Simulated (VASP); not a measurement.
Input:

```
CELL_PARAMETERS angstrom
      0.00000     3.31244     3.31244
      3.31244     0.00000     3.31244
      3.31244     3.31244     0.00000
ATOMIC_POSITIONS crystal
  Cd 0.00000 0.00000 0.00000
  Te 0.25000 0.25000 0.25000
```

The numbers are results of PBE0 hybrid, VASP's PBE PAW potentials (set 64) (plane waves; VASP), not measurements. Settings: 520 eV cut-off, 6×6×6 Γ-centred mesh, Gaussian smearing of 0.050 eV, potentials Cd Te.

### Question
Give the stress tensor in GPa (positive for a compressed cell).

### Answer

```
-1.22   0.00   0.00
 0.00  -1.22   0.00
 0.00   0.00  -1.22
```
The pressure is its mean diagonal, -1.22 GPa.

The compound is CdTe in the zinc blende structure. It was relaxed first, which changed the volume by +7 %. The cell's shape comes from a PBE relaxation.
